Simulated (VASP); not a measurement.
A run of VASP 6.6.1:

The input run.py:

```python
from ase.calculators.vasp import Vasp
from ase.dft.bandgap import bandgap
from ase.io import read

atoms = read('MgBe3.xyz')
calc = Vasp(
    directory='calc',
    xc='pbe',
    pp='PBE',
    setups='minimal',
    prec='Accurate',
    encut=500,
    ediff=1e-06,
    ismear=0,
    sigma=0.05,
    lreal=False,
    lasph=True,
    nelm=100,
    algo='Normal',
    isif=2,
    lwave=False,
    lcharg=False,
    kpts=[6, 6, 7],
    gamma=True,
    nbands=18,
)
atoms.calc = calc

print('energy (eV):', atoms.get_potential_energy())
print('free energy (eV):', atoms.get_potential_energy(force_consistent=True))
print('forces (eV/A):')
print(atoms.get_forces())
print('stress (eV/A^3, Voigt):', atoms.get_stress())
print('Fermi level (eV):', calc.get_fermi_level())
gap, top, bottom = bandgap(calc)
print('band gap (eV):', gap, 'from (spin, k, band)', top, 'to', bottom)
```

MgBe3.xyz

```xyz
8
Lattice="5.4676023335 0.0000000000 0.0000000000 -2.7338011668 4.7350825186 0.0000000000 0.0000000000 0.0000000000 3.6278910000" Properties=species:S:1:pos:R:3 pbc="T T T"
Mg     2.7338011670      1.5783608394      0.9069727500
Mg    -0.0000000003      3.1567216792      2.7209182500
Be     1.6541110411      4.1117231339      0.9069727500
Be     0.0000000000      1.2467187693      0.9069727500
Be    -1.6541110412      4.1117231339      0.9069727500
Be     4.3879122079      0.6233593847      2.7209182500
Be     2.7338011667      3.4883637493      2.7209182500
Be     1.0796901256      0.6233593847      2.7209182500
```

Potentials or basis: VASP PAW PBE potentials, release 64 (Mg, Be).

Run with:

```bash
$ python run.py
```

Hardware: 1 thread of Intel(R) Xeon(R) Platinum 8488C (Sapphire Rapids), with other jobs on the host.

Problem. How long does it take, and how much memory?

Solution. Wall time 32 s on 1 thread of Intel(R) Xeon(R) Platinum 8488C (Sapphire Rapids) (shared host), peak memory 0.21 GiB. Counts: scf iterations 12, k points 28.
